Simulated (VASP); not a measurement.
A VASP calculation is set up with these files.

**POSCAR**
```
Cr
1.0
  2.8071659776   0.0070179149   0.0000000000
  0.0070179149   2.8071659776   0.0000000000
  0.0000000000   0.0000000000   2.8071659776
Cr
2
Cartesian
  0.0000000000   0.0000000000   0.0000000000
  1.4070919463   1.4070919463   1.4035829888
```

**KPOINTS**
```
Automatic mesh
0
Gamma
12 12 12
0 0 0
```

INCAR:
```
ALGO = Normal
EDIFF = 1E-7
ENCUT = 480
GGA = PS
ISIF = 2
ISMEAR = 1
LASPH = .True.
LCHARG = .False.
LMAXMIX = 4
LREAL = .False.
LWAVE = .False.
NELM = 100
PREC = Accurate
SIGMA = 0.1
SYSTEM = Cr
```

POTCAR, in this order: Cr_pv (PBE.64 set). Program: vasp_std.

### Question
Translate this PBEsol calculation to Ansatz.

### Answer
One equivalent input (not run):
Ansatz 0.2 input:
```yaml
crystal:
  lattice:
    - [2.8071660, 0.0070179, 0.0000000]
    - [0.0070179, 2.8071660, 0.0000000]
    - [0.0000000, 0.0000000, 2.8071660]
  atoms:
    - { symbol: Cr, position: [0.0000000, 0.0000000, 0.0000000] }
    - { symbol: Cr, position: [0.5000000, 0.5000000, 0.5000000] }
kpoints:
  mp_grid: { grid: [12, 12, 12] }
hamiltonian:
  xc: pbesol
  pseudopotentials: { kind: paw }
scf:
  occupations: { method: methfessel_paxton, width: 0.1 }
  max_iter: 100
output: { forces: true, stress: true, eigenvalues: true }
```
Limits of the translation: each code has its own PAW files, so the cut-off isn't converted (ENCUT is set for VASP's; basis.ecutwfc is left out, and Ansatz then takes the one that its files recommend); Ansatz stops its SCF on the density residual and VASP on the energy change (EDIFF).

The compound is Cr in the bcc, AFM order structure. This cell was strained or had an atom moved on purpose.
